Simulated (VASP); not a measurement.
```
CELL_PARAMETERS angstrom
      0.00000     3.49000     3.49000
      3.49000     0.00000     3.49000
      3.49000     3.49000     0.00000
ATOMIC_POSITIONS crystal
  Sr 0.00000 0.00000 0.00000
  Cl 0.25000 0.25000 0.25000
  Cl 0.75000 0.75000 0.75000
```

The base run (VASP): PBE GGA, plane waves, VASP's PBE PAW potentials (set 64). Settings: 400 eV cut-off, 6×6×6 Γ-centred mesh, Gaussian smearing of 0.050 eV, potentials Sr_sv Cl.

One setting is varied; ΔE counts from the base run. The base run took about 7 core-seconds. Costs are core time on shared hosts, one run each; read them as rough ratios.

Pressures at a finite cut-off, here 400 eV, hold a Pulay part, which wasn't tested here.

```tsv
setting	cost over the base run	electronic steps	ΔE (meV/atom)	pressure (GPa)
base run	reference	14	0.0	1.00
SYMPREC = 1E-3	within a factor of 2	14	0.0	1.00
ISYM = 1	within a factor of 2	14	0.0	1.00
ISYM = 0	about 5 times	14	0.0	1.00
ISYM = -1	___	14	0.0	1.00
```

Some entries are withheld; supply them.

- ISYM = -1, cost over the base run: about 9 times

Left out are runs that failed, have no time on record or changed the cell.

The compound is SrCl2 in the fluorite structure. The cell was not relaxed at this level.
